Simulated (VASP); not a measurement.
Consider the following.

```
CoGe2
1.0
    4.47122     0.00000     0.00000
   -2.23561     3.87219     0.00000
    0.00000     0.00000     2.54945
Co Ge
1 2
Cartesian
  0.00000   0.00000   2.54945
  0.00000   2.58146   1.27473
  2.23561   1.29073   1.27473
```
Starting moments (μB, in the order of the record's atoms Co Ge Ge): 1.4 0.0 0.0.

All values below come from PBEsol GGA, VASP's PBE PAW potentials (set 64) (plane waves; VASP). Numerical set-up: 400 eV cut-off, 9×9×13 Γ-centred mesh, tetrahedra with Blöchl corrections, potentials Co Ge_d.

Problem. Tabulate the total density of states (states/eV per cell) against energy (eV; zero at the valence-band maximum or, without a gap, the Fermi level).

Solution. 
(E (eV), DOS (states/eV)): (-9.98, 0.63); (-9.74, 0.63); (-9.50, 0.63); (-9.26, 0.68); (-9.02, 0.66); (-8.90, 0.64); (-8.66, 0.61); (-8.42, 0.58); (-8.18, 0.56); (-7.94, 0.52); (-7.70, 0.41); (-7.46, 0.39); (-7.22, 0.46); (-6.98, 0.50); (-6.74, 0.55); (-6.62, 0.61); (-6.38, 0.73); (-6.14, 0.85); (-5.90, 0.91); (-5.66, 0.68); (-5.42, 0.72); (-5.18, 0.99); (-4.94, 1.00); (-4.70, 0.96); (-4.46, 1.16); (-4.34, 1.21); (-4.10, 1.11); (-3.86, 1.46); (-3.62, 1.67); (-3.38, 1.83); (-3.14, 2.32); (-2.90, 2.01); (-2.66, 2.69); (-2.42, 2.75); (-2.18, 2.64); (-2.06, 2.83); (-1.82, 4.47); (-1.58, 5.65); (-1.34, 3.18); (-1.10, 2.35); (-0.86, 2.64); (-0.62, 3.80); (-0.38, 2.27); (-0.14, 3.21); (0.10, 3.25); (0.22, 3.70); (0.46, 2.66); (0.70, 1.06); (0.94, 0.97); (1.18, 1.36); (1.42, 1.51); (1.66, 1.49); (1.90, 1.36); (2.14, 1.15); (2.38, 1.06); (2.50, 0.99); (2.74, 0.96); (2.98, 1.12); (3.22, 1.18); (3.46, 1.33)
Within 2 eV below the Fermi level the largest weight inside VASP's projection spheres is Co d.

The structure was generated: CoGe2 was put into the AlB2 type (P6/mmm), which need not be its known phase. It was relaxed first, which changed the volume by -48 %.
